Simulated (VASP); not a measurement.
# SnO2 (Cassiterite): input slips in a band-gap run and what they do

Aim: see how common mistakes in a band-structure run show up, on SnO2 (Cassiterite). The starting structure is a measured crystal structure from the Crystallography Open Database. The atoms were first relaxed with LDA in that cell, in a run that isn't shown, and the relaxed structure is the one below.

Calculated with VASP 6.6.1; Kohn-Sham DFT with plane waves and PAW; LDA.

### 1. The structure

It takes space group P4_2/mnm (No. 136, tetragonal). Conventional cell: a = 4.738 Å, b = 4.738 Å, c = 3.187 Å, α = 90.00°, β = 90.00°, γ = 90.00°. Nearest to Sn lie 6 O at 2.05 to 2.06 Å. Nearest to O lie 3 Sn at 2.05 to 2.06 Å. Farther neighbours and most contacts between anions are not listed.

As a file:

```cif
data_structure
_symmetry_space_group_name_H-M 'P4_2/mnm'
_symmetry_Int_Tables_number 136
_cell_length_a 4.7380
_cell_length_b 4.7380
_cell_length_c 3.1865
_cell_angle_alpha 90.000
_cell_angle_beta 90.000
_cell_angle_gamma 90.000
_cell_volume 71.53
loop_
_atom_site_label
_atom_site_type_symbol
_atom_site_symmetry_multiplicity
_atom_site_Wyckoff_symbol
_atom_site_fract_x
_atom_site_fract_y
_atom_site_fract_z
_atom_site_occupancy
Sn1 Sn 2 a 0.50000 0.50000 0.50000 1
O1 O 4 f 0.80594 0.19406 0.50000 1
```

### 2. Reference bands

The input, INCAR:

```
SYSTEM = SnO2
PREC = Accurate
ENCUT = 460
EDIFF = 1E-06
NELM = 100
ISMEAR = 0
SIGMA = 0.03
LREAL = .FALSE.
ALGO = Normal
GGA = CA
NBANDS = 42
LORBIT = 11
LWAVE = .FALSE.
LCHARG = .FALSE.
KPAR = 8
LASPH = .TRUE.
```

The input, POSCAR:

```
SnO2
1.0
    4.7380000000      0.0000000000      0.0000000000
    0.0000000000      4.7380000000      0.0000000000
    0.0000000000      0.0000000000      3.1865000000
Sn O
2 4
Direct
    0.5000000000      0.5000000000      0.5000000000
    0.0000000000      0.0000000000      0.0000000000
    0.8059385347      0.1940614653      0.5000000000
    0.6940614653      0.6940614653      0.0000000000
    0.1940614653      0.8059385347      0.5000000000
    0.3059385347      0.3059385347      0.0000000000
```

The input, KPOINTS:

```
Automatic mesh
0
Gamma
6 6 6
0 0 0
```

The input, KPOINTS_OPT:

```
Line mode
8
Line-mode
Reciprocal
  0.00000000   0.00000000   0.00000000 GAMMA
  0.00000000   0.50000000   0.00000000 X

  0.00000000   0.50000000   0.00000000 X
  0.50000000   0.50000000   0.00000000 M

  0.50000000   0.50000000   0.00000000 M
  0.00000000   0.00000000   0.00000000 GAMMA

  0.00000000   0.00000000   0.00000000 GAMMA
  0.00000000   0.00000000   0.50000000 Z

  0.00000000   0.00000000   0.50000000 Z
  0.00000000   0.50000000   0.50000000 R

  0.00000000   0.50000000   0.50000000 R
  0.50000000   0.50000000   0.50000000 A

  0.50000000   0.50000000   0.50000000 A
  0.00000000   0.00000000   0.50000000 Z

  0.00000000   0.50000000   0.00000000 X
  0.00000000   0.50000000   0.50000000 R

  0.50000000   0.50000000   0.00000000 M
  0.50000000   0.50000000   0.50000000 A
```

The projector-augmented-wave data sets are Sn_d and O (LDA family, release 64).

Started as:

```console
mpirun -np 8 vasp_std
```

Output:

```text
[banner, memory and clock lines left out]
running    8 mpi-ranks, on    1 nodes
 distrk:  each k-point on    1 cores,    8 groups
 distr:  one band on    1 cores,    1 groups

 POSCAR found type information on POSCAR SnO
 POSCAR found :  2 types and       6 ions
|                                                                             |
|           W    W    AA    RRRRR   N    N  II  N    N   GGGG   !!!           |
|           W    W   A  A   R    R  NN   N  II  NN   N  G    G  !!!           |
|           W    W  A    A  R    R  N N  N  II  N N  N  G       !!!           |
|           W WW W  AAAAAA  RRRRR   N  N N  II  N  N N  G  GGG   !            |
|           WW  WW  A    A  R   R   N   NN  II  N   NN  G    G                |
|           W    W  A    A  R    R  N    N  II  N    N   GGGG   !!!           |
|                                                                             |
|     For optimal performance we recommend to set                             |
|       NCORE = 2 up to number-of-cores-per-socket                            |
|     NCORE specifies how many cores store one orbital (NPAR=cpu/NCORE).      |
|     This setting can greatly improve the performance of VASP for DFT.       |
|     The default, NCORE=1 might be grossly inefficient on modern             |
|     multi-core architectures or massively parallel machines. Do your        |
|     Unfortunately you need to use the default for GW and RPA                |
|     calculations (for HF NCORE is supported but not extensively tested      |
|     yet).                                                                   |
|                                                                             |

 LDA part: xc-table for (Slater(with rela. corr.)+CA(PZ))
 , standard interpolation
 POSCAR, INCAR and KPOINTS ok, starting setup
 FFT: planning ... GRIDC
 FFT: planning ... GRID_SOFT
 FFT: planning ... GRID
 WAVECAR not read
 entering main loop
       N       E                     dE             d eps       ncg     rms          rms(c)
DAV:   1     0.572394809089E+03    0.57239E+03   -0.22580E+04  4048   0.180E+03
DAV:   2     0.462157025031E+02   -0.52618E+03   -0.48562E+03  3480   0.525E+02
DAV:   3    -0.441248565671E+02   -0.90341E+02   -0.88599E+02  3888   0.170E+02
DAV:   4    -0.483337161078E+02   -0.42089E+01   -0.41982E+01  3752   0.410E+01
DAV:   5    -0.484376815822E+02   -0.10397E+00   -0.10394E+00  4244   0.666E+00    0.158E+01
DAV:   6    -0.423825860421E+02    0.60551E+01   -0.12263E+01  5180   0.533E+01    0.639E+00
DAV:   7    -0.423901491249E+02   -0.75631E-02   -0.17434E+00  3598   0.666E+00    0.317E+00
DAV:   8    -0.423068039694E+02    0.83345E-01   -0.16598E-01  4480   0.294E+00    0.715E-01
DAV:   9    -0.422939020837E+02    0.12902E-01   -0.14490E-02  5456   0.213E+00    0.109E-01
DAV:  10    -0.422940645603E+02   -0.16248E-03   -0.25008E-03  4042   0.319E-01    0.396E-02
DAV:  11    -0.422940733484E+02   -0.87881E-05   -0.67358E-05  5210   0.745E-02    0.205E-02
DAV:  12    -0.422940748138E+02   -0.14653E-05   -0.52444E-06  3994   0.135E-02    0.106E-02
DAV:  13    -0.422940735425E+02    0.12712E-05   -0.34901E-06  3552   0.224E-02    0.118E-03
DAV:  14    -0.422940735847E+02   -0.42133E-07   -0.45658E-07  1914   0.396E-03
   1 F= -.42294074E+02 E0= -.42294074E+02  d E =-.556627E-12
 Start KPOINTS_OPT (optional k-point list driver)
k-point batch [1-40\72]
       N       E                     dE             ncg
DAV:   1     0.122746051522E+05   -0.25565E+05     4044
DAV:   2    -0.827418533805E+04   -0.20549E+05     3432
DAV:   3    -0.118458837532E+05   -0.35717E+04     3924
DAV:   4    -0.120124701417E+05   -0.16659E+03     3736
DAV:   5    -0.120164718568E+05   -0.40017E+01     4356
DAV:   6    -0.120166106716E+05   -0.13881E+00     3966
DAV:   7    -0.120166208730E+05   -0.10201E-01     5044
DAV:   8    -0.120166209187E+05   -0.45668E-04     3742
DAV:   9    -0.120166209192E+05   -0.56561E-06     2568
k-point batch [41-72\72]
       N       E                     dE             ncg
DAV:   1     0.240010564691E+05   -0.44025E+05     3236
DAV:   2     0.767940452169E+04   -0.16322E+05     2736
DAV:   3     0.479520218718E+04   -0.28842E+04     3128
DAV:   4     0.465786531972E+04   -0.13734E+03     2986
DAV:   5     0.465446789402E+04   -0.33974E+01     3464
DAV:   6     0.465436295796E+04   -0.10494E+00     3140
DAV:   7     0.465435622244E+04   -0.67355E-02     3910
DAV:   8     0.465435619014E+04   -0.32299E-04     2856
DAV:   9     0.465435618937E+04   -0.77626E-06     2050
```

It took 38 s on 8 MPI ranks of AMD EPYC 7R43, shared host; peak memory 1.9 GiB.

Lines that name or quote the potential files are left out of all logs, and their timing lines are given in words.

Parts of OUTCAR (step 2):

```text
ion  position               nearest neighbor table
   1  0.500  0.500  0.500-   3 2.05   5 2.05   4 2.06   6 2.06   4 2.06   6 2.06   2 3.71   2 3.71
                             2 3.71   2 3.71   2 3.71   2 3.71   2 3.71   2 3.71
   2  0.000  0.000  0.000-   4 2.05   6 2.05   5 2.06   3 2.06   3 2.06   5 2.06   1 3.71   1 3.71
                             1 3.71   1 3.71   1 3.71   1 3.71   1 3.71   1 3.71
   3  0.806  0.194  0.500-   1 2.05   2 2.06   2 2.06
   4  0.694  0.694  0.000-   2 2.05   1 2.06   1 2.06
   5  0.194  0.806  0.500-   1 2.05   2 2.06   2 2.06
   6  0.306  0.306  0.000-   2 2.05   1 2.06   1 2.06

  LATTYP: Found a simple tetragonal cell.
 ALAT       =     4.7380000000
 C/A-ratio  =     0.6725411566

 Subroutine GETGRP returns: Found 16 space group operations
 (whereof  8 operations were pure point group operations)

The static configuration has the point symmetry D_2h.
 The point group associated with its full space group is D_4h.

 Found     40 irreducible k-points:

   k-points           NKPTS =     40   k-points in BZ     NKDIM =     40   number of bands    NBANDS=     42

   dimension x,y,z NGX =    36 NGY =   36 NGZ =   24
   dimension x,y,z NGXF=    72 NGYF=   72 NGZF=   48

   ENCUT  =  460.0 eV  33.81 Ry    5.81 a.u.   8.29  8.29  5.57*2*pi/ulx,y,z

   NELECT =      52.0000    total number of electrons

 k-points in reciprocal lattice and weights: Automatic mesh
   0.00000000  0.00000000  0.00000000       0.005
   0.16666667  0.00000000  0.00000000       0.019
   0.33333333  0.00000000  0.00000000       0.019
   0.50000000  0.00000000  0.00000000       0.009
   0.16666667  0.16666667  0.00000000       0.019
   0.33333333  0.16666667  0.00000000       0.037
   0.50000000  0.16666667  0.00000000       0.019
   0.33333333  0.33333333  0.00000000       0.019
   0.50000000  0.33333333  0.00000000       0.019
[...]
0.50000000  0.33333333  0.50000000       0.019
   0.50000000  0.50000000  0.50000000       0.005

 average (electrostatic) potential at core
       1 -99.2055       2 -99.2055       3 -69.0064       4 -69.0064       5 -69.0064
       6 -69.0064

 E-fermi :   5.9990

 k-point     1 :       0.0000    0.0000    0.0000
  band No.  band energies     occupation
    ...
     22       4.5956      2.00000
     23       4.5956      2.00000
     24       5.0573      2.00000
     25       5.0573      2.00000
     26       5.8690      2.00000
     27       7.0141      0.00000
     28      11.8274      0.00000
     29      11.9462      0.00000
     30      11.9462      0.00000
     31      15.9386      0.00000
    ...

 k-point     2 :       0.1667    0.0000    0.0000
  band No.  band energies     occupation
    ...
     22       4.5056      2.00000
     23       4.6024      2.00000
     24       4.6183      2.00000
     25       5.0776      2.00000
     26       5.7236      2.00000
     27       7.7082      0.00000
     28      11.5942      0.00000
     29      12.0640      0.00000
     30      12.2075      0.00000
     31      16.2248      0.00000
    ...

 k-point     3 :       0.3333    0.0000    0.0000
  band No.  band energies     occupation
    ...
     22       4.1852      2.00000
     23       4.6192      2.00000
     24       4.6404      2.00000
     25       5.1302      2.00000
     26       5.4126      2.00000
     27       8.9531      0.00000
     28      11.0861      0.00000
     29      12.4086      0.00000
     30      12.5754      0.00000
     31      16.5832      0.00000
    ...

  Total       -0.5049271     -0.5049271      0.0474719      0.0000000      0.0000000      0.0000000
  in kB      -11.3092871    -11.3092871      1.0632682      0.0000000      0.0000000      0.0000000
  external PRESSURE =      -7.1851020 kB  Pullay stress =       0.0000000 kB

  energy-cutoff  :      460.00
  volume of cell :       71.53
      direct lattice vectors                 reciprocal lattice vectors
     4.738000000  0.000000000  0.000000000     0.211059519  0.000000000  0.000000000
     0.000000000  4.738000000  0.000000000     0.000000000  0.211059519  0.000000000
     0.000000000  0.000000000  3.186500000     0.000000000  0.000000000  0.313823945

 POSITION                                       TOTAL-FORCE (eV/Angst)
 -----------------------------------------------------------------------------------
      2.36900      2.36900      1.59325        -0.000000      0.000000      0.000000
      0.00000      0.00000      0.00000        -0.000000      0.000000      0.000000
      3.81854      0.91946      1.59325         0.000071     -0.000071      0.000000
      3.28846      3.28846      0.00000        -0.000071     -0.000071      0.000000
      0.91946      3.81854      1.59325        -0.000071      0.000071     -0.000000
      1.44954      1.44954      0.00000         0.000071      0.000071     -0.000000
 -----------------------------------------------------------------------------------
    total drift:                                0.000000      0.000000      0.000000

  FREE ENERGIE OF THE ION-ELECTRON SYSTEM (eV)
  ---------------------------------------------------
  free  energy   TOTEN  =       -42.2940735847 eV

  energy  without entropy=      -42.2940735847  energy(sigma->0) =      -42.29407358

 total charge
# of ion       s       p       d       tot
------------------------------------------
    1        0.894   1.125  10.389  12.408
    2        0.894   1.125  10.389  12.408
    3        1.556   3.495   0.000   5.052
    4        1.556   3.495   0.000   5.052
    5        1.556   3.495   0.000   5.052
    6        1.556   3.495   0.000   5.052
--------------------------------------------------
tot          8.013  16.231  20.778  45.023

[... 3 further parts left out ...]
```

Spin-orbit coupling is off here; with elements this heavy it can split and shift levels by tenths of an eV.

The reference gap is 1.145 eV.

### 3. Bands with a wide metal-type smearing

A slip made on purpose: a wide metal-type smearing. Against step 2 the input has ISMEAR = 1 and SIGMA = 1 (also changed: NELM).

Edit INCAR of step 2 so:

```diff
@@ -4,5 +4,5 @@
 EDIFF = 1E-06
-NELM = 100
-ISMEAR = 0
-SIGMA = 0.03
+NELM = 60
+ISMEAR = 1
+SIGMA = 1
 LREAL = .FALSE.
```

POSCAR is that of step 2.

KPOINTS is that of step 2.

KPOINTS_OPT is that of step 2.

Started as:

```console
mpirun -np 8 vasp_std
```

Output:

```text
[banner, memory and clock lines left out]
running    8 mpi-ranks, on    1 nodes
[...]
[... a notice as in an earlier step ...]

 LDA part: xc-table for (Slater(with rela. corr.)+CA(PZ))
 , standard interpolation
 POSCAR, INCAR and KPOINTS ok, starting setup
[...]
entering main loop
       N       E                     dE             d eps       ncg     rms          rms(c)
DAV:   1     0.572396261639E+03    0.57240E+03   -0.22580E+04  4048   0.180E+03
DAV:   2     0.462470559338E+02   -0.52615E+03   -0.48577E+03  3480   0.525E+02
DAV:   3    -0.438928620052E+02   -0.90140E+02   -0.88544E+02  3888   0.170E+02
DAV:   4    -0.480986466800E+02   -0.42058E+01   -0.41931E+01  3752   0.410E+01
[...]
DAV:  12    -0.421220757958E+02   -0.14399E-05   -0.47381E-06  3922   0.132E-02    0.103E-02
DAV:  13    -0.421220746067E+02    0.11891E-05   -0.31419E-06  3416   0.218E-02    0.127E-03
DAV:  14    -0.421220746504E+02   -0.43679E-07   -0.43818E-07  1914   0.399E-03
   1 F= -.42122075E+02 E0= -.42236143E+02  d E =0.342205E+00
 Start KPOINTS_OPT (optional k-point list driver)
k-point batch [1-40\72]
       N       E                     dE             ncg
DAV:   1     0.122878892293E+05   -0.25552E+05     4044
DAV:   2    -0.825784312826E+04   -0.20546E+05     3432
DAV:   3    -0.118293325930E+05   -0.35715E+04     3926
DAV:   4    -0.119958734187E+05   -0.16654E+03     3736
DAV:   5    -0.119998670944E+05   -0.39937E+01     4342
k-point batch [41-72\72]
       N       E                     dE             ncg
DAV:   1     0.240094277241E+05   -0.44016E+05     3244
DAV:   2     0.769454864760E+04   -0.16315E+05     2736
DAV:   3     0.480842057665E+04   -0.28861E+04     3120
DAV:   4     0.467102108842E+04   -0.13740E+03     2986
DAV:   5     0.466762096177E+04   -0.34001E+01     3462
DAV:   6     0.466751559857E+04   -0.10536E+00     3134
DAV:   7     0.466750858409E+04   -0.70145E-02     3924
DAV:   8     0.466750855063E+04   -0.33459E-04     2876
DAV:   9     0.466750854984E+04   -0.78720E-06     2056
```

The job ended after 47 s (8 MPI ranks; peak memory 1.8 GiB).

From OUTCAR (step 3):

```text
  Total       -0.5036922     -0.5036922     -0.0375909      0.0000000      0.0000000      0.0000000
  in kB      -11.2816270    -11.2816270     -0.8419547      0.0000000      0.0000000      0.0000000
  external PRESSURE =      -7.8017362 kB  Pullay stress =       0.0000000 kB

 POSITION                                       TOTAL-FORCE (eV/Angst)
 -----------------------------------------------------------------------------------
      2.36900      2.36900      1.59325         0.000000      0.000000      0.000000
      0.00000      0.00000      0.00000         0.000000      0.000000      0.000000
      3.81854      0.91946      1.59325        -0.016634      0.016634      0.000000
      3.28846      3.28846      0.00000         0.016634      0.016634      0.000000
      0.91946      3.81854      1.59325         0.016634     -0.016634      0.000000
      1.44954      1.44954      0.00000        -0.016634     -0.016634     -0.000000
 -----------------------------------------------------------------------------------
    total drift:                                0.000000      0.000000      0.000000

  FREE ENERGIE OF THE ION-ELECTRON SYSTEM (eV)
  ---------------------------------------------------
  free  energy   TOTEN  =       -42.1220746504 eV

  energy  without entropy=      -42.4642799116  energy(sigma->0) =      -42.23614307

[... 2 parts as in an earlier step ...]

[... 1 further part left out ...]
[key lines of the parts left out:]
E-fermi :   5.8178
```

With a wide metal-type smearing the gap is 1.178 eV, +0.033 eV from the reference.

### 4. Bands with a k mesh far too coarse and no band path

A slip made on purpose: a k mesh far too coarse and no band path. Against step 2 the input has a 1×1×1 mesh and no band path (also changed: NELM, NBANDS, NCORE and KPAR).

The input, INCAR:

```
SYSTEM = SnO2
PREC = Accurate
ENCUT = 460
EDIFF = 1E-06
NELM = 60
ISMEAR = 0
SIGMA = 0.03
LREAL = .FALSE.
ALGO = Normal
GGA = CA
NBANDS = 32
LORBIT = 11
LWAVE = .FALSE.
LCHARG = .FALSE.
NCORE = 8
LASPH = .TRUE.
```

POSCAR is that of step 3.

The input, KPOINTS:

```
Automatic mesh
0
Gamma
1 1 1
0 0 0
```

Started as:

```console
mpirun -np 8 vasp_std
```

Output:

```text
[banner, memory and clock lines left out]
running    8 mpi-ranks, on    1 nodes
[...]
[... a notice as in an earlier step ...]

 LDA part: xc-table for (Slater(with rela. corr.)+CA(PZ))
 , standard interpolation
 POSCAR, INCAR and KPOINTS ok, starting setup
[...]
entering main loop
       N       E                     dE             d eps       ncg     rms          rms(c)
DAV:   1     0.626511646506E+03    0.62651E+03   -0.24321E+04    64   0.243E+03
DAV:   2     0.470925570648E+02   -0.57942E+03   -0.55358E+03    72   0.616E+02
DAV:   3    -0.387428091879E+02   -0.85835E+02   -0.84630E+02    80   0.210E+02
DAV:   4    -0.422890115040E+02   -0.35462E+01   -0.35440E+01    72   0.469E+01
[...]
DAV:  11    -0.325535316171E+02   -0.37990E-04   -0.11622E-04    96   0.115E-01    0.243E-02
DAV:  12    -0.325535299230E+02    0.16941E-05   -0.10399E-05    96   0.411E-02    0.105E-02
DAV:  13    -0.325535290428E+02    0.88025E-06   -0.61072E-06    80   0.224E-02
   1 F= -.32553529E+02 E0= -.32553529E+02  d E =-.403796E-11
```

Wall time 3 s (8 MPI ranks); peak memory 0.54 GiB; 16 s of CPU time.

From OUTCAR (step 4):

```text
  Total        1.4083437      1.4083437     -1.8218462     -0.0000000      0.0000000      0.0000000
  in kB       31.5438856     31.5438856    -40.8054588     -0.0000000      0.0000000      0.0000000
  external PRESSURE =       7.4274374 kB  Pullay stress =       0.0000000 kB

 POSITION                                       TOTAL-FORCE (eV/Angst)
 -----------------------------------------------------------------------------------
      2.36900      2.36900      1.59325         0.000000     -0.000000      0.000000
      0.00000      0.00000      0.00000         0.000000     -0.000000      0.000000
      3.81854      0.91946      1.59325         0.464456     -0.464456      0.000000
      3.28846      3.28846      0.00000        -0.464456     -0.464456      0.000000
      0.91946      3.81854      1.59325        -0.464456      0.464456      0.000000
      1.44954      1.44954      0.00000         0.464456      0.464456     -0.000000
 -----------------------------------------------------------------------------------
    total drift:                                0.000000      0.000000      0.000000

  FREE ENERGIE OF THE ION-ELECTRON SYSTEM (eV)
  ---------------------------------------------------
  free  energy   TOTEN  =       -32.5535290428 eV

  energy  without entropy=      -32.5535290428  energy(sigma->0) =      -32.55352904

[... 1 part as in an earlier step ...]

[... 2 further parts left out ...]
[key lines of the parts left out:]
E-fermi :   6.7588
```

With a k mesh far too coarse and no band path the gap is 0.566 eV, -0.579 eV from the reference, read on the mesh alone.

[end of part 1 of 2]

[Lines on the potential files, build, host, timing and source positions are cut from VASP's logs without a mark.]

[Logs are printed without paths, hosts, clocks, repeated set-up lines and the standing remarks that a program may print on its own settings, such as how far it seeks lower states.]

[Hosts, paths, dates, database ids (printed as entryN), source tags and the programs' standing remarks are cut or masked in the printed files.]
